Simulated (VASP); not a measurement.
Level of theory: LDA (Ceperley-Alder, Perdew-Zunger), VASP's LDA PAW potentials (set 64) (plane waves; VASP).

A VASP calculation is set up with these files.

INCAR:
```
EDIFF = 1E-7
NELM = 100   # most electronic steps
NEDOS = 1001   # DOS grid
LREAL = .FALSE.   # projection in real space or not
LCHARG = .FALSE.
NBANDS = 93
LMAXMIX = 4
PREC = Accurate
ALGO = Normal   # blocked Davidson
LWAVE = .FALSE.
SYSTEM = PbO2
CSHIFT = 0.1
LOPTICS = .TRUE.
SIGMA = 0.01   # width (eV)
ENCUT = 520   # plane-wave cut-off (eV)
LASPH = .TRUE.   # aspherical one-centre terms
ISMEAR = 0   # Gaussian
```

**KPOINTS**
```
Automatic mesh
0
Gamma
10 10 15
0 0 0
```

**POSCAR**
```
PbO2
4.939720
  1.0000000871   0.0000000000   0.0000000000
  0.0000000000   1.0000000871   0.0000000000
  0.0000000000   0.0000000000   0.6875336380
Pb O
2 4
Cartesian
  1.0000000871   1.0000000871   0.0000000000
  0.5000000435   0.5000000435   0.3437668190
  0.3073039473   0.3073039473   0.6875336380
  0.8073039908   0.1926960963   0.3437668190
  0.1926960963   0.8073039908   0.3437668190
  0.6926961398   0.6926961398   0.0000000000
```

POTCAR, in this order: Pb_d O (LDA.64 set). Program: vasp_std.

The run wrote:

File OSZICAR:
```
       N       E                     dE             d eps       ncg     rms          rms(c)
DAV:   1     0.612353900274E+03    0.61235E+03   -0.18527E+04 35863   0.682E+02
DAV:   2     0.574829649738E+02   -0.55487E+03   -0.47762E+03 33096   0.238E+02
DAV:   3    -0.384100744583E+02   -0.95893E+02   -0.91944E+02 34907   0.891E+01
DAV:   4    -0.422495476620E+02   -0.38395E+01   -0.38288E+01 36656   0.187E+01
DAV:   5    -0.423144597190E+02   -0.64912E-01   -0.64891E-01 40880   0.258E+00    0.137E+01
DAV:   6    -0.368244242492E+02    0.54900E+01   -0.19605E+00 50016   0.193E+01    0.427E+00
DAV:   7    -0.367508627343E+02    0.73562E-01   -0.10812E+00 38264   0.365E+00    0.270E+00
DAV:   8    -0.366717406083E+02    0.79122E-01   -0.26012E-01 35627   0.170E+00    0.122E+00
DAV:   9    -0.366511469905E+02    0.20594E-01   -0.20536E-02 43608   0.766E-01    0.160E-01
DAV:  10    -0.366515118090E+02   -0.36482E-03   -0.48496E-03 40584   0.222E-01    0.743E-02
DAV:  11    -0.366514663717E+02    0.45437E-04   -0.69498E-05 46296   0.416E-02    0.312E-02
DAV:  12    -0.366514574331E+02    0.89385E-05   -0.14933E-05 43716   0.145E-02    0.738E-03
DAV:  13    -0.366514573861E+02    0.47064E-07   -0.70858E-07 36112   0.259E-03
   1 F= -.36651457E+02 E0= -.36651445E+02  d E =-.246554E-04
 imaginary and real dielectric function
```

OUTCAR:
```
------------------------ aborting loop because EDIFF is reached ----------------------------------------
  FORCE on cell =-STRESS in cart. coord.  units (eV):
  Direction    XX          YY          ZZ          XY          YZ          ZX
  --------------------------------------------------------------------------------------
  Total       -0.0017582     -0.0017582      0.0000667      0.0000000      0.0000000      0.0000000
  in kB       -0.0339921     -0.0339921      0.0012899      0.0000000      0.0000000      0.0000000
  external PRESSURE =      -0.0222315 kB  Pullay stress =       0.0000000 kB
  volume of cell :       82.87
      direct lattice vectors                 reciprocal lattice vectors
     4.939720430  0.000000000  0.000000000     0.202440607  0.000000000  0.000000000
     0.000000000  4.939720430  0.000000000     0.000000000  0.202440607  0.000000000
     0.000000000  0.000000000  3.396223662     0.000000000  0.000000000  0.294444683
 POSITION                                       TOTAL-FORCE (eV/Angst)
 -----------------------------------------------------------------------------------
      0.00000      0.00000      0.00000         0.000000      0.000000     -0.000000
      2.46986      2.46986      1.69811         0.000000      0.000000     -0.000000
      1.51800      1.51800      0.00000         0.002090      0.002090      0.000000
      3.98786      0.95186      1.69811         0.002090     -0.002090     -0.000000
      0.95186      3.98786      1.69811        -0.002090      0.002090     -0.000000
      3.42172      3.42172      0.00000        -0.002090     -0.002090     -0.000000
 -----------------------------------------------------------------------------------
    total drift:                                0.000000     -0.000000     -0.000000
  FREE ENERGIE OF THE ION-ELECTRON SYSTEM (eV)
  ---------------------------------------------------
  free  energy   TOTEN  =       -36.6514573861 eV

  energy  without entropy=      -36.6514327306  energy(sigma->0) =      -36.65144506

 plasma frequency squared (from intraband transitions) (eV^2)
  --------------------------------------------------------------------------------------
       0.344      -0.000       0.000
      -0.000       0.344       0.000
       0.000       0.000       0.045

 plasma frequency squared (from interband transitions, int dw w eps(2)(w)) (eV^2)
  --------------------------------------------------------------------------------------
     660.990       0.000      -0.000      -0.000       0.000       0.000
      -0.000       0.000     660.990       0.000       0.000       0.000
       0.000       0.000       0.000       0.000     662.601       0.000
```
(Selected blocks of OUTCAR.)

The dielectric response may not be converged in the k-mesh; for small gaps it tends to come out too large.

The compound is PbO2 in the rutile structure. It was relaxed first.
